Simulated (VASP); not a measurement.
```
Mg2Ge
1.0
    0.00000     3.17787     3.17787
    3.17787     0.00000     3.17787
    3.17787     3.17787     0.00000
Mg Ge
2 1
Direct
  0.25000   0.25000   0.25000
  0.75000   0.75000   0.75000
  0.00000   0.00000   0.00000
```

Method: PBEsol GGA, VASP's PBE PAW potentials (set 64) (plane waves; VASP). Run with 400 eV cut-off, Gaussian smearing of 0.050 eV, potentials Mg Ge_d.

Q: What does the run give for the band gap (along the path) with the smallest direct gap where there is one?

A: 
| Item | Value |
|---|---|
| band gap (along the path) | 0.07 eV |
| smallest direct gap (along the path) | 1.06 eV |

Total energies compare only between runs with the same potentials, cut-off and functional.

The compound is Mg2Ge in the antifluorite structure. It was relaxed first.
